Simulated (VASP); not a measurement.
# A point defect in a supercell of Bi2Se3 (Paraguanajuatite), part 3 of 3

Wanted: what a point defect costs in Bi2Se3 (Paraguanajuatite) and how the lattice relaxes round it. The start is a cell from a database of measured crystal structures.

VASP 6.6.1, plane waves and PAW; the level of theory is named at each step.

So far. Step 3 (Going on with the relaxation): The run ended after 3 ionic steps, 0.003 eV below its first step, once forces and stress met EDIFFG = -0.02.

### 4. The host's dielectric tensor, for the charge correction (continued)

Level of this step: PBE; plane waves and PAW (Bi, Se) (VASP).

From OUTCAR (step 4):

```text
  LATTYP: Found a trigonal (rhomboedric) cell.
 ALAT       =    10.1607089500
 COS(alpha) =     0.9164990578

The static configuration has the point symmetry D_3d.

 Found     32 irreducible k-points:

   k-points           NKPTS =     32   k-points in BZ     NKDIM =     32   number of bands    NBANDS=     20

   dimension x,y,z NGX =    60 NGY =   60 NGZ =   60
   dimension x,y,z NGXF=   120 NGYF=  120 NGZF=  120

   ENCUT  =  300.0 eV  22.05 Ry    4.70 a.u.  14.35 14.35 14.35*2*pi/ulx,y,z

   NELECT =      28.0000    total number of electrons

  Total        1.3696620      1.3696620      1.2112181      0.0000000     -0.0000000      0.0000000
  in kB       14.8846089     14.8846089     13.1627426      0.0000000     -0.0000000      0.0000000
  external PRESSURE =      14.3106535 kB  Pullay stress =       0.0000000 kB

  energy-cutoff  :      300.00
  volume of cell :      147.43
      direct lattice vectors                 reciprocal lattice vectors
     2.076130753  1.198654649  9.873850034     0.240832616  0.139044776  0.033759206
    -2.076130753  1.198654649  9.873850034    -0.240832616  0.139044776  0.033759206
     0.000000000 -2.397309298  9.873850034     0.000000000 -0.278089551  0.033759206

 POSITION                                       TOTAL-FORCE (eV/Angst)
 -----------------------------------------------------------------------------------
      0.00000     -0.00000     17.81100         0.000000     -0.000000      0.082838
      0.00000     -0.00000     11.81055         0.000000      0.000000     -0.082838
      0.00000     -0.00000     23.24992         0.000000     -0.000000      0.122510
      0.00000     -0.00000      6.37163         0.000000      0.000000     -0.122510
      0.00000      0.00000      0.00000         0.000000      0.000000      0.000000
 -----------------------------------------------------------------------------------
    total drift:                               -0.000000      0.000000     -0.000000

 MACROSCOPIC STATIC DIELECTRIC TENSOR (including local field effects in DFT)
 ------------------------------------------------------
          20.138221     0.000000     0.000000
           0.000000    20.138221    -0.000000
           0.000000    -0.000000    14.251607
 ------------------------------------------------------

 PIEZOELECTRIC TENSOR (including local field effects)  for field in x, y, z        (C/m^2)
          XX          YY          ZZ          XY          YZ          ZX
  --------------------------------------------------------------------------------
  x     0.00000     0.00000     0.00000     0.00000     0.00000     0.00000
  y     0.00000     0.00000     0.00000     0.00000     0.00000     0.00000
  z     0.00000     0.00000     0.00000     0.00000     0.00000     0.00000

 BORN EFFECTIVE CHARGES (including local field effects) (in |e|, cummulative output)
 ---------------------------------------------------------------------------------
 ion    1
    1     6.45744     0.00000     0.00000
    2     0.00000     6.45744    -0.00000
    3     0.00000    -0.00000     1.92132
 ion    2
    1     6.45744     0.00000     0.00000
    2     0.00000     6.45744    -0.00000
    3     0.00000    -0.00000     1.92132
 ion    3
    1    -4.05251     0.00000     0.00000
    2     0.00000    -4.05251     0.00000
    3     0.00000     0.00000    -0.49045
 ion    4
    1    -4.05251     0.00000     0.00000
    2     0.00000    -4.05251     0.00000
    3     0.00000     0.00000    -0.49045
 ion    5
    1    -4.80985     0.00000     0.00000
    2     0.00000    -4.80985     0.00000
    3     0.00000     0.00000    -2.86173

 Eigenvectors and eigenvalues of the dynamical matrix
 ----------------------------------------------------

   1 f  =    5.407905 THz    33.978867 2PiTHz  180.388279 cm-1    22.365286 meV
             X         Y         Z           dx          dy          dz
      0.000000 -0.000000 17.810996     0.000000   -0.000000    0.405830
      0.000000 -0.000000 11.810554    -0.000000    0.000000   -0.405830
      0.000000 -0.000000 23.249917     0.000000   -0.000000    0.579053
      0.000000 -0.000000  6.371633    -0.000000    0.000000   -0.579053
      0.000000  0.000000  0.000000     0.000000    0.000000   -0.000000

   2 f  =    4.995511 THz    31.387719 2PiTHz  166.632298 cm-1    20.659763 meV
             X         Y         Z           dx          dy          dz
      0.000000 -0.000000 17.810996    -0.000000    0.000000   -0.372023
      0.000000 -0.000000 11.810554    -0.000000    0.000000   -0.372023
      0.000000 -0.000000 23.249917     0.000000   -0.000000    0.601294
      0.000000 -0.000000  6.371633     0.000000   -0.000000    0.601294
      0.000000  0.000000  0.000000    -0.000000    0.000000    0.009418

   3 f  =    4.432180 THz    27.848207 2PiTHz  147.841602 cm-1    18.330014 meV
             X         Y         Z           dx          dy          dz
      0.000000 -0.000000 17.810996    -0.000000    0.000000    0.205692
      0.000000 -0.000000 11.810554    -0.000000    0.000000    0.205692
      0.000000 -0.000000 23.249917     0.000000   -0.000000    0.134605
      0.000000 -0.000000  6.371633     0.000000   -0.000000    0.134605
      0.000000  0.000000  0.000000    -0.000000    0.000000   -0.937627

   4 f  =    4.059917 THz    25.509210 2PiTHz  135.424247 cm-1    16.790459 meV
[...]
0.000000 -0.000000 17.810996     0.132068   -0.000000   -0.000000
      0.000000 -0.000000 11.810554     0.132068   -0.000000    0.000000
      0.000000 -0.000000 23.249917    -0.531314    0.000000   -0.000000
      0.000000 -0.000000  6.371633    -0.531314    0.000000    0.000000
      0.000000  0.000000  0.000000     0.632871   -0.000000   -0.000000

   7 f  =    3.998108 THz    25.120852 2PiTHz  133.362522 cm-1    16.534838 meV
             X         Y         Z           dx          dy          dz
      0.000000 -0.000000 17.810996    -0.000000   -0.132068   -0.000000
      0.000000 -0.000000 11.810554    -0.000000   -0.132068   -0.000000
      0.000000 -0.000000 23.249917     0.000000    0.531314    0.000000
      0.000000 -0.000000  6.371633     0.000000    0.531314    0.000000
      0.000000  0.000000  0.000000    -0.000000   -0.632871   -0.000000

   8 f  =    2.510087 THz    15.771341 2PiTHz   83.727488 cm-1    10.380881 meV
             X         Y         Z           dx          dy          dz
      0.000000 -0.000000 17.810996     0.404243    0.000000    0.000000
      0.000000 -0.000000 11.810554     0.404243    0.000000    0.000000
      0.000000 -0.000000 23.249917    -0.311669   -0.000000   -0.000000
      0.000000 -0.000000  6.371633    -0.311669   -0.000000    0.000000
      0.000000  0.000000  0.000000    -0.692026   -0.000001   -0.000000

   9 f  =    2.510087 THz    15.771341 2PiTHz   83.727488 cm-1    10.380881 meV
             X         Y         Z           dx          dy          dz
      0.000000 -0.000000 17.810996     0.000000   -0.404243   -0.000000
      0.000000 -0.000000 11.810554     0.000000   -0.404243   -0.000000
      0.000000 -0.000000 23.249917    -0.000000    0.311669    0.000000
      0.000000 -0.000000  6.371633    -0.000000    0.311669    0.000000
      0.000000  0.000000  0.000000    -0.000001    0.692026    0.000000

  10 f  =    2.074550 THz    13.034781 2PiTHz   69.199534 cm-1     8.579645 meV
             X         Y         Z           dx          dy          dz
      0.000000 -0.000000 17.810996     0.000000    0.000000   -0.579053
      0.000000 -0.000000 11.810554     0.000000   -0.000000    0.579053
      0.000000 -0.000000 23.249917    -0.000000   -0.000000    0.405830
      0.000000 -0.000000  6.371633     0.000000    0.000000   -0.405830
      0.000000  0.000000  0.000000    -0.000000   -0.000000    0.000000

  11 f  =    1.202691 THz     7.556733 2PiTHz   40.117467 cm-1     4.973930 meV
             X         Y         Z           dx          dy          dz
      0.000000 -0.000000 17.810996     0.639414   -0.000015    0.000000
      0.000000 -0.000000 11.810554    -0.639414    0.000015   -0.000000
      0.000000 -0.000000 23.249917    -0.301911    0.000007   -0.000000
      0.000000 -0.000000  6.371633     0.301911   -0.000007    0.000000
      0.000000  0.000000  0.000000    -0.000000    0.000000    0.000000

  12 f  =    1.202691 THz     7.556733 2PiTHz   40.117467 cm-1     4.973930 meV
             X         Y         Z           dx          dy          dz
      0.000000 -0.000000 17.810996    -0.000015   -0.639414   -0.000000
      0.000000 -0.000000 11.810554     0.000015    0.639414    0.000000
      0.000000 -0.000000 23.249917     0.000007    0.301911    0.000000
      0.000000 -0.000000  6.371633    -0.000007   -0.301911   -0.000000
      0.000000  0.000000  0.000000     0.000000   -0.000000    0.000000

  13 f/i=    0.000093 THz     0.000586 2PiTHz    0.003109 cm-1     0.000385 meV
             X         Y         Z           dx          dy          dz
      0.000000 -0.000000 17.810996    -0.271611   -0.495352   -0.000000
      0.000000 -0.000000 11.810554    -0.271611   -0.495352   -0.000000
      0.000000 -0.000000 23.249917    -0.166942   -0.304463   -0.000000
      0.000000 -0.000000  6.371633    -0.166942   -0.304463   -0.000000
      0.000000  0.000000  0.000000    -0.166947   -0.304471   -0.000000

  14 f/i=    0.000093 THz     0.000586 2PiTHz    0.003109 cm-1     0.000385 meV
             X         Y         Z           dx          dy          dz
      0.000000 -0.000000 17.810996     0.495352   -0.271611   -0.000000
      0.000000 -0.000000 11.810554     0.495352   -0.271611   -0.000000
      0.000000 -0.000000 23.249917     0.304463   -0.166942   -0.000000
      0.000000 -0.000000  6.371633     0.304463   -0.166942   -0.000000
      0.000000  0.000000  0.000000     0.304471   -0.166947   -0.000000

  15 f/i=    0.002991 THz     0.018795 2PiTHz    0.099778 cm-1     0.012371 meV
             X         Y         Z           dx          dy          dz
      0.000000 -0.000000 17.810996    -0.000000    0.000000   -0.565057
      0.000000 -0.000000 11.810554    -0.000000    0.000000   -0.565057
      0.000000 -0.000000 23.249917    -0.000000    0.000000   -0.346881
      0.000000 -0.000000  6.371633    -0.000000    0.000000   -0.346881
      0.000000  0.000000  0.000000    -0.000000    0.000000   -0.347516

 MACROSCOPIC STATIC DIELECTRIC TENSOR IONIC CONTRIBUTION
 ------------------------------------------------------
          50.805243    -0.000000    -0.000000
          -0.000000    50.805243    -0.000000
          -0.000000    -0.000000     2.124211
 ------------------------------------------------------

 ELASTIC MODULI CONTR FROM IONIC RELAXATION (kBar)
 Direction    XX          YY          ZZ          XY          YZ          ZX
 --------------------------------------------------------------------------------
 XX        -298.0390    -91.4626   -337.5553     -0.0000    213.3446      0.0000
 YY         -91.4626   -298.0390   -337.5553     -0.0000   -213.3446      0.0000
 ZZ        -337.5553   -337.5553   -619.6054     -0.0000      0.0000      0.0000
 XY          -0.0000     -0.0000     -0.0000   -103.2882      0.0000    209.0327
 YZ         213.3446   -213.3446      0.0000      0.0000   -441.0979     -0.0000
 ZX           0.0000      0.0000      0.0000    209.0327     -0.0000   -423.9744
 --------------------------------------------------------------------------------

 PIEZOELECTRIC TENSOR IONIC CONTR  for field in x, y, z        (C/m^2)
          XX          YY          ZZ          XY          YZ          ZX
  --------------------------------------------------------------------------------
  x     0.00000     0.00000     0.00000    -0.00000     0.00000     0.00000
  y    -0.00000     0.00000     0.00000    -0.00000     0.00000     0.00000
  z     0.00000     0.00000     0.00000    -0.00000    -0.00000     0.00000

[... 1 part as in an earlier step ...]

[... 3 further parts left out ...]
```

CONTCAR:

```
Bi2Se3
   1.00000000000000
     2.0761307527000001    1.1986546489000001    9.8738500342000002
    -2.0761307527000001    1.1986546489000001    9.8738500342000002
     0.0000000000000000   -2.3973092979000001    9.8738500342000002
  Bi              Se
     2     3
Direct
     0.6012850803999967    0.6012850803999967    0.6012850803999967
     0.3987149196000033    0.3987149196000033    0.3987149196000033
     0.7848987339000004    0.7848987339000004    0.7848987339000004
     0.2151012660999996    0.2151012660999996    0.2151012660999996
     0.0000000000000000    0.0000000000000000    0.0000000000000000
```

Energies printed during the response cycles are not total energies of the cell. With a direct gap this small, the dielectric response converges slowly with the mesh, so tensor and charges are uncertain; a mesh that holds the point of the least gap tends to give too large a tensor.

This step gave:

| Quantity | Value |
| --- | --- |
| pressure of the cell | 1.431 GPa |
| largest force of the cell | 0.1225 eV/Å |
| Fermi energy | 4.071 eV |
| gap on the k-mesh | 0.4071 eV |
| least direct gap on the k-mesh | 0.4071 eV |

Electronic dielectric tensor with local fields:

```
20.14  0.00  0.00
 0.00 20.14  0.00
 0.00  0.00 14.25
```

Ionic part of the static dielectric tensor:

```
50.81  0.00  0.00
 0.00 50.81  0.00
 0.00  0.00  2.12
```

Born effective charge (e), principal values of the symmetric part by kind of site:

| atom | atoms with these values | low | middle | high | mean |
| --- | --- | --- | --- | --- | --- |
| Bi1 | 2 | 1.92 | 6.46 | 6.46 | 4.95 |
| Se3 | 2 | -4.05 | -4.05 | -0.49 | -2.87 |
| Se5 | 1 | -4.81 | -4.81 | -2.86 | -4.16 |

In full for Bi1:

```
6.46 0.00 0.00
0.00 6.46 0.00
0.00 0.00 1.92
```

Infrared lines, with heights relative to the strongest:

| position (cm⁻¹) | lines merged | squared mode dipole, relative |
| --- | --- | --- |
| 40 | 2 | 0.0 |
| 69 | 1 | 0.0 |
| 84 | 2 | 100 |
| 133 | 2 | 6.5 |
| 135 | 2 | 0.0 |
| 148 | 1 | 5.6 |
| 167 | 1 | 1.4 |
| 180 | 1 | 0.0 |

The electrons screen with a mean of 18.18 and the ions add 34.58; the sum enters the correction.

### 5. The supercell without the defect

This step: SCAN; plane waves and PAW (Bi, Se) (VASP 6.6.1).

System of this step: Bi2Se3 (Paraguanajuatite). The structure is trigonal, space group R-3m (No. 166). Conventional cell: a = 4.152 Å, b = 4.152 Å, c = 29.622 Å, α = 90.00°, β = 90.00°, γ = 120.00°. Nearest to Bi lie 6 Se at 2.86 to 3.08 Å. Nearest to Se lie 3 Bi at 2.86 Å. Nearest to Se lie 6 Bi at 3.08 Å. Farther neighbours and most contacts between anions are not listed.

The same cell, mesh and cutoff without the defect give the energy to subtract and, in a gapped host, the band edges to count from, so that most errors cancel.

INCAR

```
SYSTEM = Bi2Se3
PREC = Normal
ENCUT = 300
EDIFF = 1E-05
NELM = 120
ISMEAR = 0
SIGMA = 0.05
LREAL = Auto
ALGO = Normal
METAGGA = SCAN
LASPH = .TRUE.
NBANDS = 108
LORBIT = 11
LWAVE = .FALSE.
LCHARG = .FALSE.
KPAR = 4
```

POSCAR

```
Bi2Se3
1.0
    2.0761307527      3.5959639467     29.6215501026
   -2.0761307527      1.1986546489      9.8738500342
    0.0000000000     -7.1919278937     29.6215501026
Bi Se
12 18
Direct
    0.3006425402      0.3006425402      0.2004283601
    0.3006425402      0.3006425402      0.5337616935
    0.3006425402      0.3006425402      0.8670950268
    0.8006425402      0.8006425402      0.2004283601
    0.8006425402      0.8006425402      0.5337616935
    0.8006425402      0.8006425402      0.8670950268
    0.1993574598      0.1993574598      0.1329049732
    0.1993574598      0.1993574598      0.4662383065
    0.1993574598      0.1993574598      0.7995716399
    0.6993574598      0.6993574598      0.1329049732
    0.6993574598      0.6993574598      0.4662383065
    0.6993574598      0.6993574598      0.7995716399
    0.3924493670      0.3924493670      0.2616329113
    0.3924493669      0.3924493670      0.5949662446
    0.3924493669      0.3924493669      0.9282995780
    0.8924493669      0.8924493669      0.2616329113
    0.8924493669      0.8924493669      0.5949662446
    0.8924493670      0.8924493669      0.9282995780
    0.1075506330      0.1075506330      0.0717004220
    0.1075506330      0.1075506330      0.4050337554
    0.1075506330      0.1075506330      0.7383670887
    0.6075506330      0.6075506330      0.0717004220
    0.6075506330      0.6075506330      0.4050337554
    0.6075506330      0.6075506330      0.7383670887
    0.0000000000      0.0000000000      0.0000000000
    0.0000000000      0.0000000000      0.3333333333
    0.0000000000      0.0000000000      0.6666666667
    0.5000000000      0.5000000000      0.0000000000
    0.5000000000      0.5000000000      0.3333333333
    0.5000000000      0.5000000000      0.6666666667
```

KPOINTS

```
Automatic mesh
0
Gamma
2 4 1
0 0 0
```

PAW data sets: Bi and Se (PBE family, release 64).

On the command line:

```sh
$ mpirun -np 4 vasp_std
```

The program printed:

```text
[banner, memory and clock lines left out]
running    4 mpi-ranks, on    1 nodes
[...]
[... a notice as in an earlier step ...]

 LDA part: xc-table for (None), standard interpolation
 POSCAR, INCAR and KPOINTS ok, starting setup
[...]
entering main loop
       N       E                     dE             d eps       ncg     rms          rms(c)
DAV:   1    -0.478431581971E+03   -0.47843E+03   -0.47936E+04  1296   0.850E+02
DAV:   2    -0.126025059577E+04   -0.78182E+03   -0.75272E+03  1608   0.174E+02
DAV:   3    -0.134190323276E+04   -0.81653E+02   -0.80292E+02  1536   0.605E+01
DAV:   4    -0.134516625229E+04   -0.32630E+01   -0.32436E+01  1872   0.117E+01
[...]
DAV:   8    -0.131277303232E+04   -0.21655E+00   -0.10428E+00  1712   0.243E+00    0.145E+00
DAV:   9    -0.131275265389E+04    0.20378E-01   -0.17477E-01  1624   0.122E+00    0.744E-01
DAV:  10    -0.131276335673E+04   -0.10703E-01   -0.42997E-02  1480   0.490E-01    0.258E-01
```

Run time: 26 min. Hardware: 4 MPI ranks of AMD EPYC 7R43, shared host.

The run was stopped at its time limit, so it gives no result of its own.

### 6. Outcome

```
result : none
```

The session ends without its result: «perfect supercell» met its time limit.

[Lines on the potential files, build, host, timing and source positions are cut from VASP's logs without a mark.]

[Logs are printed without paths, hosts, clocks, repeated set-up lines and the standing remarks that a program may print on its own settings, such as how far it seeks lower states.]

[Hosts, paths, dates, database ids (printed as entryN), source tags and the programs' standing remarks are cut or masked in the printed files.]

[In band tables of VASP the shares of atoms and orbitals are scaled to a sum of 1 inside the atoms' spheres.]

[Runs that stopped without an error message from VASP are left out.]
